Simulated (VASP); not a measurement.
Here is the system:

```yaml
crystal:
  lattice:
    - [3.35341, 0.00000, 0.00000]
    - [-1.67671, 2.90414, 0.00000]
    - [0.00000, 0.00000, 18.73920]
  atoms:
    - { symbol: S, position: [0.66667, 0.33333, 0.42415] }
    - { symbol: S, position: [0.33333, 0.66667, 0.57585] }
    - { symbol: Ti, position: [0.00000, 0.00000, 0.50000] }
```

Calculation: PBEsol GGA, VASP's PBE PAW potentials (set 64) (plane waves; VASP). Numerical set-up: PREC = Normal, 400 eV cut-off, 18×18×1 Γ-centred mesh, first-order Methfessel-Paxton smearing of 0.10 eV, potentials S Ti_sv.

**Question.** Estimate the energy per atom (σ→0), band gap (on the k-mesh) with the smallest direct gap where there is one.

**Answer.** 
```yaml
band gap (on the k-mesh): none (metal, semimetal or under 0.01 eV)
energy per atom (σ→0): -7.023 eV/atom
```

Only differences to runs with the same potentials and settings are physical.

The cell is a sheet with vacuum, built from TiS2 (1T layered).
